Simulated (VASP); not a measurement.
Here is a VASP 6.6.1 calculation.

INCAR

```
  PREC = Accurate
  ENCUT = 520
  EDIFF = 1E-6
  ISMEAR = -1
  SIGMA = 0.1
  LREAL = False
  LASPH = True
  NELM = 100
  ALGO = Normal
  ISIF = 2
  LWAVE = False
  LCHARG = False
  GGA = CA
  NBANDS = 11
```

The input KPOINTS:

```
regular mesh
0
Gamma
  16 16 16
```

File POSCAR:

```
Ni
1.0
    2.3458012440      0.0000000000      0.0000000000
    0.0000000000      2.3458012440      0.0000000000
    0.0000000000      0.0000000000      2.3458012440
Ni
1
Direct
    0.0000000000      0.0000000000      0.0000000000
```

Potentials or basis: VASP PAW LDA potentials, release 64 (Ni).

The run is started by

```sh
$ cat potpaw_LDA.64/Ni/POTCAR > POTCAR
$ mpirun -np 1 vasp_std > vasp.out
```

(1) What does it give for the band gap on the k mesh?

(2) What does it give for the pressure?

Answers

(1) none (metal or under the smearing width).

(2) -16.2 GPa.

Caveat: so large a pressure means that the cell lies far from this level's equilibrium, or that cutoff or potentials fall short; the run has no spin polarisation, though such a crystal can be magnetic.
